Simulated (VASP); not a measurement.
B5Ru, 6 atoms in the cell. It takes space group F-43m (No. 216, cubic). Conventional cell: a = 5.606 Å, b = 5.606 Å, c = 5.606 Å, α = 90.00°, β = 90.00°, γ = 90.00°. B (site symmetry 3m) is surrounded by 6 B at 1.95 to 2.01 Å. B (site symmetry -43m) has 12 B at 2.32 Å and 4 Ru at 2.43 Å as nearest neighbours. Ru (site symmetry -43m) is surrounded by 16 B at 2.33 to 2.43 Å. The cell was built by a generator and needn't be a form met in nature. The cell isn't the ideal one: species swapped into the HfNi5 type (F-43m, No. 216).

* Program: VASP 6.6.1
* Task: single point
* Functional: PBE
* Potentials or basis: VASP PAW PBE potentials, release 64 (B, Ru_pv)
* Cutoff: 520 eV
* k mesh: 6 × 6 × 6
* Occupations: gaussian, width 0.1 eV
* Spin: no spin polarisation
* Dipole correction: no
* Further INCAR settings: ALGO = Fast; EDIFF = 1e-06; NBANDS = 24

Potentials or basis: VASP PAW PBE potentials, release 64 (B, Ru_pv).

The run is started by

```sh
$ cat potpaw_PBE.64/B/POTCAR potpaw_PBE.64/Ru_pv/POTCAR > POTCAR
$ mpirun -np 1 vasp_std > vasp.out
```

Hardware: 1 thread of Intel(R) Xeon(R) 6975P-C (Granite Rapids), on a shared host.

Question: How long does it take, and how much memory?

Answer: It took 11 s on 1 thread of Intel(R) Xeon(R) 6975P-C (Granite Rapids) (shared host), peak memory 0.16 GiB. Counts: scf iterations 14, k points 16.
